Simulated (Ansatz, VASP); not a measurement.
One calculation of KMgH3, two programs

```
K Mg H
1.0
     4.02500    0.00000    0.00000
     0.00000    4.02500    0.00000
     0.00000    0.00000    4.02500
K Mg H
1 1 3
Direct
  0.00000 0.00000 0.00000
  0.50000 0.50000 0.50000
  0.00000 0.50000 0.50000
  0.50000 0.00000 0.50000
  0.50000 0.50000 0.00000
```

Alike in both runs: task single point; functional LDA; k mesh 4 × 4 × 4; occupations gaussian, width 0.1 eV; no spin polarisation.

|  | VASP | Ansatz |
| --- | --- | --- |
| version | VASP 6.6.1 | Ansatz 0.2.0 |
| potentials or method | VASP PAW LDA potentials, release 64 (K_sv, Mg, H) | scalar-relativistic, plane waves, PAW |
| plane-wave cutoff (eV) | 520 | 420 |
| valence electrons in the cell | 14 | 22 |

VASP gave:

* gap on the k mesh at the Fermi level (eV): 2.05
* least direct gap on the mesh (eV): 4.22
* pressure (GPa): -3.2

Q: Which values does Ansatz return?

A: gap on the k mesh at the Fermi level (eV): 2.06; least direct gap on the mesh (eV): 4.22; pressure (GPa): -2.9.

The two sets of potentials don't hold the same shells in valence.

A k mesh can miss the band edges.
